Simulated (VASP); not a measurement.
Here is the system:

```
CELL_PARAMETERS angstrom
      3.16240     0.00000     0.00000
      0.00000     6.34461     0.00000
      0.00000     0.00000    24.47132
ATOMIC_POSITIONS crystal
  O  0.00000 0.50000 0.32106
  O  0.00000 0.00000 0.45026
  O  0.50000 0.81021 0.36655
  O  0.50000 0.18979 0.36655
  O  0.00000 0.50000 0.41945
  O  0.00000 0.50000 0.58055
  O  0.50000 0.30877 0.50000
  O  0.50000 0.69123 0.50000
  O  0.00000 0.00000 0.54974
  O  0.50000 0.81021 0.63345
  O  0.50000 0.18979 0.63345
  O  0.00000 0.50000 0.67894
  Ir 0.00000 0.00000 0.37131
  Ir 0.50000 0.50000 0.36872
  Ir 0.00000 0.50000 0.50000
  Ir 0.50000 0.00000 0.50000
  Ir 0.00000 0.00000 0.62869
  Ir 0.50000 0.50000 0.63128
```

Computed with PBEsol GGA, VASP's PBE PAW potentials (set 64) (plane waves; VASP 6.6.1). Numerical set-up: PREC = Normal, LREAL = Auto, 450 eV cut-off, 9×5×1 Γ-centred mesh, first-order Methfessel-Paxton smearing of 0.10 eV, potentials O Ir.

Unless said otherwise, spin-orbit coupling is left out, though it shifts the bands of the heavy elements here.

Predict the energy per atom (σ→0), band gap (on the k-mesh) with the smallest direct gap where there is one.

```yaml
band gap (on the k-mesh): none (metal, semimetal or under 0.01 eV)
energy per atom (σ→0): -7.359 eV/atom
```

Total energies compare only between runs with the same potentials, cut-off and functional.

The cell is a thin slab with vacuum, built from IrO2 (rutile): (110) face.
